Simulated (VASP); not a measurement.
Level of theory: RPBE GGA, VASP's PBE PAW potentials (set 64) (plane waves; VASP 6.6.1).

VASP ran on this input.

KPOINTS:
```
Automatic mesh
0
Gamma
13 13 10
0 0 0
```

### INCAR
```
SYSTEM = CuAu
PREC = Accurate
ENCUT = 520
EDIFF = 1E-7
NELM = 100
ALGO = Normal
LREAL = .FALSE.
LASPH = .TRUE.
ISMEAR = 1
SIGMA = 0.1
GGA = RP
LMAXMIX = 6
LWAVE = .FALSE.
LCHARG = .FALSE.
ISIF = 4
IBRION = 2
NSW = 30
EDIFFG = -0.01
```

### POSCAR
```
CuAu
1.0
  2.8391449294   0.0000000000   0.0000000000
  0.0000000000   2.8391449294   0.0000000000
  0.0000000000   0.0000000000   3.7260504953
Cu Au
1 1
Direct
  0.0000000000   0.0000000000   0.0000000000
  0.5000000000   0.5000000000   0.5000000000
```

POTCAR, in this order: Cu Au (PBE.64 set). Program: vasp_std.

Output

**OSZICAR**
```
       N       E                     dE             d eps       ncg     rms          rms(c)
DAV:   1     0.132490877215E+03    0.13249E+03   -0.11551E+04  5254   0.208E+03
DAV:   2    -0.210978887793E+01   -0.13460E+03   -0.12834E+03  5159   0.335E+02
DAV:   3    -0.677429261146E+01   -0.46645E+01   -0.45867E+01  6319   0.722E+01
DAV:   4    -0.682660664331E+01   -0.52314E-01   -0.52296E-01  5715   0.640E+00
DAV:   5    -0.682812456901E+01   -0.15179E-02   -0.15179E-02  7505   0.122E+00    0.106E+01
DAV:   6    -0.641299875927E+01    0.41513E+00   -0.77087E+00  5167   0.803E+01    0.533E+00
DAV:   7    -0.604674710296E+01    0.36625E+00   -0.29180E+00  6175   0.854E+01    0.534E+00
DAV:   8    -0.600389169812E+01    0.42855E-01   -0.23013E-01  7098   0.119E+01    0.264E+00
DAV:   9    -0.599794497370E+01    0.59467E-02   -0.22750E-02  7833   0.385E+00    0.135E-01
DAV:  10    -0.599764473686E+01    0.30024E-03   -0.30842E-03  7283   0.834E-01    0.897E-02
DAV:  11    -0.599765442566E+01   -0.96888E-05   -0.14028E-04  7660   0.306E-01    0.496E-02
DAV:  12    -0.599764463920E+01    0.97865E-05   -0.25576E-05  6868   0.178E-01    0.388E-03
DAV:  13    -0.599764442004E+01    0.21916E-06   -0.90905E-07  5922   0.947E-03    0.941E-04
DAV:  14    -0.599764445083E+01   -0.30787E-07   -0.25162E-08  3339   0.278E-03
   1 F= -.59976445E+01 E0= -.59976297E+01  d E =-.599764E+01
       N       E                     dE             d eps       ncg     rms          rms(c)
DAV:   1    -0.599818927876E+01   -0.54486E-03   -0.22103E-02  5523   0.142E+00    0.136E-01
DAV:   2    -0.599792014771E+01    0.26913E-03   -0.39412E-04  7444   0.530E-01    0.821E-02
DAV:   3    -0.599782888408E+01    0.91264E-04   -0.43209E-04  6190   0.700E-01    0.602E-02
DAV:   4    -0.599777481721E+01    0.54067E-04   -0.22418E-04  6465   0.496E-01    0.102E-02
DAV:   5    -0.599777538770E+01   -0.57049E-06   -0.76151E-06  5511   0.302E-02    0.679E-03
DAV:   6    -0.599777542245E+01   -0.34747E-07   -0.72282E-07  6358   0.212E-02
   2 F= -.59977754E+01 E0= -.59977787E+01  d E =-.130972E-03
       N       E                     dE             d eps       ncg     rms          rms(c)
DAV:   1    -0.600027401247E+01   -0.24986E-02   -0.12695E-01  5530   0.341E+00    0.326E-01
DAV:   2    -0.599871916066E+01    0.15549E-02   -0.22776E-03  7398   0.127E+00    0.197E-01
DAV:   3    -0.599819492551E+01    0.52424E-03   -0.24629E-03  6225   0.167E+00    0.144E-01
DAV:   4    -0.599788385922E+01    0.31107E-03   -0.12895E-03  6397   0.118E+00    0.244E-02
DAV:   5    -0.599788708059E+01   -0.32214E-05   -0.43765E-05  5662   0.742E-02    0.163E-02
DAV:   6    -0.599788722824E+01   -0.14765E-06   -0.41936E-06  7553   0.504E-02    0.366E-03
DAV:   7    -0.599788706993E+01    0.15832E-06   -0.10285E-06  6332   0.329E-02    0.881E-04
DAV:   8    -0.599788707135E+01   -0.14261E-08   -0.23730E-08  2877   0.176E-03
   3 F= -.59978871E+01 E0= -.59979402E+01  d E =-.242621E-03
```

**OUTCAR**
```
------------------------ aborting loop because EDIFF is reached ----------------------------------------
  FORCE on cell =-STRESS in cart. coord.  units (eV):
  Direction    XX          YY          ZZ          XY          YZ          ZX
  --------------------------------------------------------------------------------------
  Total        0.7668729      0.7668729      0.7599973      0.0000000      0.0000000      0.0000000
  in kB       40.9081758     40.9081758     40.5414004      0.0000000      0.0000000      0.0000000
  external PRESSURE =      40.7859173 kB  Pullay stress =       0.0000000 kB
  volume of cell :       30.03
      direct lattice vectors                 reciprocal lattice vectors
     2.831548801  0.000000000 -0.000000000     0.353163611  0.000000000  0.000000000
     0.000000000  2.831548801 -0.000000000     0.000000000  0.353163611  0.000000000
    -0.000000000  0.000000000  3.746068885     0.000000000  0.000000000  0.266946506
 POSITION                                       TOTAL-FORCE (eV/Angst)
 -----------------------------------------------------------------------------------
      0.00000      0.00000      0.00000        -0.000000      0.000000      0.000000
      1.41577      1.41577      1.87303         0.000000      0.000000      0.000000
 -----------------------------------------------------------------------------------
    total drift:                                0.000000      0.000000     -0.000000
  FREE ENERGIE OF THE ION-ELECTRON SYSTEM (eV)
  ---------------------------------------------------
  free  energy   TOTEN  =        -5.9978870714 eV

  energy  without entropy=       -5.9980464358  energy(sigma->0) =       -5.99794019

 reached required accuracy - stopping structural energy minimisation
```
(Selected blocks of OUTCAR.)

### CONTCAR
```
CuAu
   1.00000000000000
     2.8315488006432781    0.0000000000000000   -0.0000000000000000
     0.0000000000000000    2.8315488006432781   -0.0000000000000000
    -0.0000000000000000    0.0000000000000000    3.7460688852025750
  Cu              Au
     1     1
Direct
     0.0000000000000000    0.0000000000000000    0.0000000000000000
     0.5000000000000000    0.5000000000000000    0.5000000000000000
```

The compound is CuAu in the L1_0 structure. This cell is one point of a volume scan, at 0.97 of the reference volume. Symmetry was kept, so distortions that lower it aren't found.
